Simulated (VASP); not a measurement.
Here is the system:

```xyz
2
Lattice="3.2401 0.0000 0.0000 0.0000 3.2401 0.0000 0.0000 0.0000 3.2401" Properties=species:S:1:pos:R:3 pbc="T T T"
In     1.6200     1.6200     1.6200
Pd     0.0000     0.0000     0.0000
```

Computed with optB88-vdW, VASP's PBE PAW potentials (set 64) (plane waves; VASP 6.6.1). Run with 520 eV cut-off, 11×11×11 Γ-centred mesh, first-order Methfessel-Paxton smearing of 0.10 eV, potentials In_d Pd.

Unless said otherwise, spin-orbit coupling is left out, though it shifts the bands of the heavy elements here.

Q: Estimate the energy per atom (σ→0), pressure, band gap (on the k-mesh) with the smallest direct gap where there is one.

A: 
```
Item                                                        Result
------------------------  ----------------------------------------
band gap (on the k-mesh)  none (metal, semimetal or under 0.01 eV)
energy per atom (σ→0)                               -1.219 eV/atom
pressure                                                  7.52 GPa
```

The compound is PdIn in the CsCl type structure. This cell is one point of a volume scan, at 0.94 of the reference volume. The electron count is odd and the run is not spin-polarised, which forces a metal.
